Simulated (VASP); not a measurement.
A run of VASP 6.6.1 is set up as follows.

INCAR

```
SYSTEM = TiO2
PREC     = Accurate       ! precision mode
ENCUT    = 520            ! plane-wave cutoff, eV
EDIFF    = 1E-6           ! SCF threshold, eV
ISMEAR   = 0              ! smearing method
SIGMA    = 0.02           ! smearing width, eV
LREAL    = .FALSE.        ! projectors in reciprocal space
LASPH    = .TRUE.         ! aspherical terms in the spheres
NELM     = 100            ! most SCF steps
ALGO     = Fast           ! electronic algorithm
ISIF     = 2              ! what is computed and relaxed
LWAVE    = .FALSE.        ! write WAVECAR
LCHARG   = .FALSE.        ! write CHGCAR
GGA      = PE             ! functional
NBANDS   = 33             ! bands
```

KPOINTS

```
Automatic mesh
0
G
  10 10 10
  0 0 0
```

File POSCAR:

```
TiO2
1.0
   -1.8994824763      1.8994824763      4.8502645828
    1.8994824763     -1.8994824763      4.8502645828
    1.8994824763      1.8994824763     -4.8502645828
Ti O
2 4
Direct
    0.0000000000      0.0000000000      0.0000000000
    0.7500000000      0.2500000000      0.5000000000
    0.2064520293      0.2064520293      0.0000000000
    0.9564520293      0.4564520293      0.5000000000
    0.5435479707      0.0435479707      0.5000000000
    0.7935479707      0.7935479707      0.0000000000
```

Potentials or basis: VASP PAW PBE potentials, release 64 (Ti_sv, O).

Launch:

```bash
$ cat potpaw_PBE.64/Ti_sv/POTCAR potpaw_PBE.64/O/POTCAR > POTCAR
$ mpirun -np 1 vasp_std > vasp.out
```

What does it give for the pressure?

0.5 GPa.

Predict the band gap on the k mesh.

2.11 eV, indirect (least direct gap 2.41 eV).

Forces in eV/Å, atoms in the order of the input:
```
Ti   0.000  0.000  0.000
Ti   0.000  0.000  0.000
O    0.000  0.000  0.019
O    0.000  0.000  0.019
O    0.000  0.000 -0.019
O    0.000  0.000 -0.019
```

A k mesh can miss the band edges.
